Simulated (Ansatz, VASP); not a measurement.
# Cross-check of SnTe between VASP and Ansatz, part 2 of 2

Wanted: the spread between two codes on one cell, functional and k mesh. The cell is taken from a series of runs on this material, whose earlier steps may have relaxed, scaled, displaced or heated it; both programs get it as it stands.

VASP 6.6.1 and Ansatz 0.2.0.

So far. Step 5 (Ansatz: single point, PBEsol, pair 2): The run ends at a pressure of 3.37 GPa. Step 6 (VASP: single point, PBEsol, pair 2): The run ends at a pressure of 3.38 GPa.

## 7. Differences

What differs besides the data sets and the points named for the pairs above, as far as they apply: the data sets hold 30 valence electrons in Ansatz (on its PAW soft_1 files) and 20 in VASP. Total energies have different zeros and are not compared.

Compared:

| quantity | Ansatz | VASP | difference |
| --- | --- | --- | --- |
| pressure (GPa) | 3.37 | 3.38 | -0.01 |
| gap on the k mesh (eV) | 0.323 | 0.322 | +0.001 |

A gap on the mesh is an upper bound, since the band edges may lie between its points.

## 8. VASP: single point, PBEsol, pair 3

With cell and atoms fixed, the geometry can't cause a difference; cores, projectors, grids and the points listed under the comparison can. The cell compared in this pair holds 57.19 Å³, against 58.43 Å³ for the pair before.

Contents of INCAR:

```
SYSTEM = SnTe
PREC = Accurate
ENCUT = 500
EDIFF = 1E-06
NELM = 120
ISMEAR = 0
SIGMA = 0.01
LREAL = .FALSE.
ALGO = Normal
GGA = PS
NBANDS = 16
LORBIT = 11
LWAVE = .FALSE.
LCHARG = .FALSE.
ISIF = 2
LASPH = .TRUE.
GGA_COMPAT = .FALSE.
EFERMI = MIDGAP
KPAR = 2
```

Contents of POSCAR:

```
SnTe
1.0
    0.0000000000      3.0579467274      3.0579467274
    3.0579467274      0.0000000000      3.0579467274
    3.0579467274      3.0579467274      0.0000000000
Sn Te
1 1
Direct
    0.0000000000      0.0000000000      0.0000000000
    0.5000000000      0.5000000000      0.5000000000
```

Contents of KPOINTS:

```
Automatic mesh
0
Gamma
12 12 12
0 0 0
```

The projector-augmented-wave data sets are Sn_d and Te (PBE family, release 64).

Launch:

```sh
mpirun -np 2 vasp_std
```

Numbers of over 12 decimals in the logs are rounded to 6 here.

The log of the run:

```text
[... set-up lines as in an earlier step ...]
 entering main loop
       N       E                     dE             d eps       ncg     rms          rms(c)
DAV:   1     0.119925389153E+03    0.11993E+03   -0.94565E+03  2336   0.143E+03
DAV:   2     0.135090440220E+01   -0.11857E+03   -0.11582E+03  2520   0.349E+02
DAV:   3    -0.805278287970E+01   -0.94037E+01   -0.93737E+01  2992   0.859E+01
DAV:   4    -0.829802163071E+01   -0.24524E+00   -0.24520E+00  2704   0.151E+01
[...]
DAV:   9    -0.826905420635E+01   -0.66406E-04   -0.40005E-04  3088   0.194E-01    0.666E-02
DAV:  10    -0.826904424949E+01    0.99569E-05   -0.40992E-05  3016   0.702E-02    0.301E-02
DAV:  11    -0.826904340230E+01    0.84719E-06   -0.78747E-06  3112   0.294E-02
   1 F= -.82690434E+01 E0= -.82690434E+01  d E =-.518046-106
```

From OUTCAR (step 8):

```text
  Total        1.6893292      1.6893292      1.6893292      0.0000000     -0.0000000      0.0000000
  in kB       47.3265805     47.3265805     47.3265805      0.0000000     -0.0000000      0.0000000
  external PRESSURE =      47.3265805 kB  Pullay stress =       0.0000000 kB

 POSITION                                       TOTAL-FORCE (eV/Angst)
 -----------------------------------------------------------------------------------
      0.00000      0.00000      0.00000         0.000000      0.000000      0.000000
      3.05795      3.05795      3.05795        -0.000000     -0.000000     -0.000000
 -----------------------------------------------------------------------------------
    total drift:                                0.000000     -0.000000     -0.000000

  FREE ENERGIE OF THE ION-ELECTRON SYSTEM (eV)
  ---------------------------------------------------
  free  energy   TOTEN  =        -8.2690434023 eV

  energy  without entropy=       -8.2690434023  energy(sigma->0) =       -8.26904340

[... 1 part as in an earlier step ...]

[... 2 further parts left out ...]
[key lines of the parts left out:]
E-fermi :   8.0224
```

The run ends at a pressure of 4.73 GPa.

## 9. Ansatz: single point, PBEsol, pair 3

The same cell, functional, mesh and smearing now go to Ansatz, which takes its cutoff from its data sets.

The cell is taken from a series of runs on this material, whose earlier steps may have relaxed, scaled, displaced or heated it; both programs get it as it stands.

Contents of input.yaml:

```yaml
crystal:
  lattice:
    - [0.0, 3.0579467274, 3.0579467274]
    - [3.0579467274, 0.0, 3.0579467274]
    - [3.0579467274, 3.0579467274, 0.0]
  atoms:
    - { symbol: Sn, position: [0.0, 0.0, 0.0] }
    - { symbol: Te, position: [0.5, 0.5, 0.5] }
kpoints:
  mp_grid: { grid: [12, 12, 12] }
hamiltonian:
  xc: pbesol
  pseudopotentials: { kind: paw, azcp: { folder: soft_1 }, xc_functional: pbe }
scf:
  occupations: { method: gaussian, width: 0.01 }
output:
  forces: true
  stress: true
  eigenvalues: true
```

Launch:

```sh
ansatz run input.yaml --threads 4 --pin off --max-ram 10240MiB --backend cpu --events-out ev --progress --plain --runs-dir out
```

The log of the run:

```text
[...]
Crystal: 2 atoms, lattice volume = 57.190 Å³
Basis set: ecut = 420 eV, 1139 PW (Γ), exchange–correlation on 60×60×60 points (8 copies of the dense FFT grid, shifted against one another)
Bands: 19, of which v1, the nominal top of the filled ones, is band 15 counted from 1 (14 counted from 0)
Symmetry: 48 space group operations
[...]
k-points: 72 of 1728
[...]
--- Band table (eV; the first three rows and the last of 72) ---
  k-point 0: bands = [... 11 lower, 6.6416, 8.5941, 8.5941, 8.5941, 14.5001, 14.5001, 14.5001, 15.5554]
  k-point 1: bands = [... 11 lower, 6.1255, 8.6036, 8.6036, 8.9936, 14.0996, 14.0996, 14.1274, 15.4836]
  k-point 2: bands = [... 11 lower, 5.1401, 8.6367, 8.6367, 9.6269, 13.3085, 13.3085, 13.4035, 15.5270]
  k-point 71: bands = [... 11 lower, 3.2622, 5.5455, 5.5455, 10.1770, 11.8035, 15.5323, 15.5323, 17.4770]
[key lines of the parts left out:]
SCF converged after 6 iterations
Free energy (F): -12851.939147 eV
Fermi energy:    11.024032 eV
P = ⅓ Tr σ = 4.7625 GPa (47.625 kbar)
```

The run ends at a pressure of 4.76 GPa.

## 10. Comparison

What differs besides the data sets and the points named for the pairs above, as far as they apply: the data sets hold 30 valence electrons in Ansatz (on its PAW soft_1 files) and 20 in VASP. Total energies have different zeros and are not compared.

The two programs side by side:

| quantity | Ansatz | VASP | difference |
| --- | --- | --- | --- |
| pressure (GPa) | 4.76 | 4.73 | +0.03 |
| gap on the k mesh (eV) | 0.313 | 0.306 | +0.007 |

A gap on the mesh is an upper bound, since the band edges may lie between its points.

## 11. Results

* difference in gap on the k mesh (single point, PBEsol, pair 1): 0.0075 eV
* difference in gap on the k mesh (single point, PBEsol, pair 2): 0.0014 eV
* difference in gap on the k mesh (single point, PBEsol, pair 3): 0.0069 eV

**Reading.** The difference in gap on the k mesh is 0.0075 eV (single point, PBEsol, pair 1), within the 0.08 eV picked in this series as the mark of a large difference. The data sets hold unlike numbers of valence electrons (30 in Ansatz and 20 in VASP), so part of the differences may come from the potentials. 5 further pairs of this series are not shown here. How closely two codes agree says nothing of how well the functional describes the real material.

[Lines on the potential files, build, host, timing and source positions are cut from VASP's logs without a mark.]

[Logs are printed without paths, hosts, clocks, repeated set-up lines and the standing remarks that a program may print on its own settings, such as how far it seeks lower states.]

[Hosts, paths, dates, database ids (printed as entryN), source tags and the programs' standing remarks are cut or masked in the printed files.]
